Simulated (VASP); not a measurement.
A convergence study with VASP on AuAl2 (fluorite): a few settings are varied, all else stays as given below, so the limit is that of these other settings.

```yaml
crystal:
  lattice:
    - [0.00000, 3.00000, 3.00000]
    - [3.00000, 0.00000, 3.00000]
    - [3.00000, 3.00000, 0.00000]
  atoms:
    - { symbol: Al, position: [0.25000, 0.25000, 0.25000] }
    - { symbol: Al, position: [0.75000, 0.75000, 0.75000] }
    - { symbol: Au, position: [0.00000, 0.00000, 0.00000] }
```

Level of theory: PBE GGA, VASP's PBE PAW potentials (set 64) (plane waves; VASP). The last row used: 550 eV cut-off, 16×16×16 Γ-centred mesh, second-order Methfessel-Paxton smearing of 0.40 eV, potentials Al Au.

```json
[
 {"setting": "ISMEAR = -1, SIGMA = 0.01, 5×5×5 mesh", "E (eV/atom)": "-4.0129", "pressure (GPa)": "3.04", "irreducible k-points": "10"},
 {"setting": "ISMEAR = -1, SIGMA = 0.1, 5×5×5 mesh", "E (eV/atom)": "-4.0128", "pressure (GPa)": "3.05", "irreducible k-points": "10"},
 {"setting": "ISMEAR = 0, SIGMA = 0.01, 5×5×5 mesh", "E (eV/atom)": "-4.0128", "pressure (GPa)": "3.04", "irreducible k-points": "10"},
 {"setting": "ISMEAR = 0, SIGMA = 0.1, 5×5×5 mesh", "E (eV/atom)": "-4.0132", "pressure (GPa)": "3.04", "irreducible k-points": "10"},
 {"setting": "ISMEAR = 1, SIGMA = 0.01, 5×5×5 mesh", "E (eV/atom)": "-4.0128", "pressure (GPa)": "3.04", "irreducible k-points": "10"},
 {"setting": "ISMEAR = 1, SIGMA = 0.2, 5×5×5 mesh", "E (eV/atom)": "-4.0134", "pressure (GPa)": "3.02", "irreducible k-points": "10"},
 {"setting": "ISMEAR = 2, SIGMA = 0.05, 5×5×5 mesh", "E (eV/atom)": "-4.0129", "pressure (GPa)": "3.04", "irreducible k-points": "10"},
 {"setting": "ISMEAR = 2, SIGMA = 0.2, 5×5×5 mesh", "E (eV/atom)": "-4.0131", "pressure (GPa)": "3.06", "irreducible k-points": "10"},
 {"setting": "ISMEAR = -1, SIGMA = 0.01, 10×10×10 mesh", "E (eV/atom)": "-4.0029", "pressure (GPa)": "3.27", "irreducible k-points": "47"},
 {"setting": "ISMEAR = -1, SIGMA = 0.2, 10×10×10 mesh", "E (eV/atom)": "-4.0024", "pressure (GPa)": "3.27", "irreducible k-points": "47"},
 {"setting": "ISMEAR = 0, SIGMA = 0.01, 10×10×10 mesh", "E (eV/atom)": "-4.0029", "pressure (GPa)": "3.27", "irreducible k-points": "47"},
 {"setting": "ISMEAR = 0, SIGMA = 0.2, 10×10×10 mesh", "E (eV/atom)": "-4.0027", "pressure (GPa)": "3.22", "irreducible k-points": "47"},
 {"setting": "ISMEAR = 1, SIGMA = 0.01, 10×10×10 mesh", "E (eV/atom)": "-4.0029", "pressure (GPa)": "3.27", "irreducible k-points": "47"},
 {"setting": "ISMEAR = 1, SIGMA = 0.4, 10×10×10 mesh", "E (eV/atom)": "-4.0023", "pressure (GPa)": "3.20", "irreducible k-points": "47"},
 {"setting": "ISMEAR = 2, SIGMA = 0.05, 10×10×10 mesh", "E (eV/atom)": "-4.0029", "pressure (GPa)": "3.27", "irreducible k-points": "47"},
 {"setting": "ISMEAR = 2, SIGMA = 0.4, 10×10×10 mesh", "E (eV/atom)": "-4.0027", "pressure (GPa)": "3.21", "irreducible k-points": "47"},
 {"setting": "ISMEAR = -1, SIGMA = 0.05, 16×16×16 mesh", "E (eV/atom)": "-4.0019", "pressure (GPa)": "3.17", "irreducible k-points": "145"},
 {"setting": "ISMEAR = -1, SIGMA = 0.2, 16×16×16 mesh", "E (eV/atom)": "-4.0028", "pressure (GPa)": "3.26", "irreducible k-points": "145"},
 {"setting": "ISMEAR = 0, SIGMA = 0.05, 16×16×16 mesh", "E (eV/atom)": "-4.0018", "pressure (GPa)": "3.18", "irreducible k-points": "145"},
 {"setting": "ISMEAR = 0, SIGMA = 0.2, 16×16×16 mesh", "E (eV/atom)": "-4.0020", "pressure (GPa)": "3.18", "irreducible k-points": "145"},
 {"setting": "ISMEAR = 1, SIGMA = 0.05, 16×16×16 mesh", "E (eV/atom)": "-4.0018", "pressure (GPa)": "3.18", "irreducible k-points": "145"},
 {"setting": "ISMEAR = 1, SIGMA = 0.4, 16×16×16 mesh", "E (eV/atom)": "-4.0022", "pressure (GPa)": "3.16", "irreducible k-points": "145"},
 {"setting": "ISMEAR = 2, SIGMA = 0.1, 16×16×16 mesh", "E (eV/atom)": "-4.0018", "pressure (GPa)": "3.18", "irreducible k-points": "145"},
 {"setting": "ISMEAR = 2, SIGMA = 0.4, 16×16×16 mesh", "E (eV/atom)": "-4.0022", "pressure (GPa)": "3.16", "irreducible k-points": "145"}
]
```

Left out are rungs that failed or repeat a setting and relaxations that didn't move; long series are thinned to 24 rows.

The compound is AuAl2 in the fluorite structure. The cell was not relaxed at this level. The electron count is odd and the run is not spin-polarised, which forces a metal.
